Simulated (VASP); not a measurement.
All values below come from PBE GGA, VASP's PBE PAW potentials (set 64) (plane waves; VASP).

VASP ran on this input.

**INCAR**
```
ALGO  =  Normal
DIPOL  =  0.5 0.5 0.5
EDIFF  =  1E-6
ENCUT  =  400
GGA  =  PE
IDIPOL  =  3
ISMEAR  =  1
LASPH  =  .TRUE.
LCHARG  =  .FALSE.
LDIPOL  =  .TRUE.
LMAXMIX  =  4
LORBIT  =  11
LREAL  =  .FALSE.
LVHAR  =  .TRUE.
LWAVE  =  .FALSE.
NELM  =  100
NELMIN  =  4
PREC  =  Normal
SIGMA  =  0.1
SYSTEM  =  Mo16Si
```

File KPOINTS:
```
Automatic mesh
0
Gamma
5 6 1
0 0 0
```

### POSCAR
```
Mo16Si
1
    6.3028336435     0.0000000000     0.0000000000
    3.1514168217     4.4567766887     0.0000000000
    0.0000000000     0.0000000000    20.6914615183
Mo Si
16 1
Direct
  0.7465334140   0.5069630716   0.3421768848
  0.2465035144   0.5069630716   0.3421768848
  0.7464513440   0.0070973120   0.3423521860
  0.2464913861   0.0070172278   0.3421021007
  0.9963035281   0.0070660775   0.4447418444
  0.4966303944   0.0070660775   0.4447418444
  0.9970191523   0.5059616954   0.4446898258
  0.4959360803   0.5081278395   0.4446827869
  0.7462766012   0.5073200126   0.5540416727
  0.2464033862   0.5073200126   0.5540416727
  0.7463699067   0.0072601865   0.5521374887
  0.2463218292   0.0073563415   0.5531286150
  0.9853025594   0.0074955219   0.6568550012
  0.5072019187   0.0074955219   0.6568550012
  0.0007689862   0.4984620276   0.6599630936
  0.4915462191   0.5169075618   0.6599973441
  0.2454397796   0.0091204409   0.7437377531
```

POTCAR, in this order: Mo Si (PBE.64 set). Program: vasp_std. Read from the step before: WAVECAR.

**Question.** What does the run give for the energy per atom (σ→0), band gap (on the k-mesh)?

**Answer.** 
- energy per atom (σ→0) = -10.094 eV/atom
- band gap (on the k-mesh) = none (metal, semimetal or under 0.01 eV)

OSZICAR:
```
...
DAV:   1    -0.171603330154E+03   -0.17160E+03   -0.13687E-03  3088   0.100E-01    0.800E-02
DAV:   2    -0.171611382749E+03   -0.80526E-02   -0.44034E-02  3664   0.697E-01    0.399E-01
DAV:   3    -0.171603302200E+03    0.80805E-02   -0.38505E-02  3816   0.704E-01    0.104E-01
DAV:   4    -0.171603081987E+03    0.22021E-03   -0.25658E-03  3120   0.147E-01    0.157E-02
DAV:   5    -0.171603095139E+03   -0.13153E-04   -0.23375E-04  2656   0.494E-02    0.428E-03
DAV:   6    -0.171603098236E+03   -0.30968E-05   -0.31429E-05  3016   0.134E-02    0.402E-03
DAV:   7    -0.171603098470E+03   -0.23375E-06   -0.51223E-06  1664   0.467E-03
   1 F= -.17160310E+03 E0= -.17160295E+03  d E =-.432454E-03
```

The cell is a thin slab with vacuum, built from Mo (bcc): (110) face, Si adsorbed.
